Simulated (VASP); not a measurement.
Consider the following.

```
KF
1.0
    0.00000     2.74590     2.74590
    2.74590     0.00000     2.74590
    2.74590     2.74590     0.00000
K F
1 1
Direct
  0.00000   0.00000   0.00000
  0.50000   0.50000   0.50000
```

All values below come from PBE GGA with D4 dispersion, VASP's PBE PAW potentials (set 64) (plane waves; VASP). Settings: 520 eV cut-off, 9×9×9 Γ-centred mesh, Gaussian smearing of 0.050 eV, potentials K_sv F.

Problem. Give the stress tensor in GPa (positive for a compressed cell).

Solution. 
```
-1.55   0.00   0.00
 0.00  -1.55   0.00
 0.00   0.00  -1.55
```
The pressure is its mean diagonal, -1.55 GPa.

The compound is KF in the rock salt structure. This cell is one point of a volume scan, at 1.06 of the reference volume.
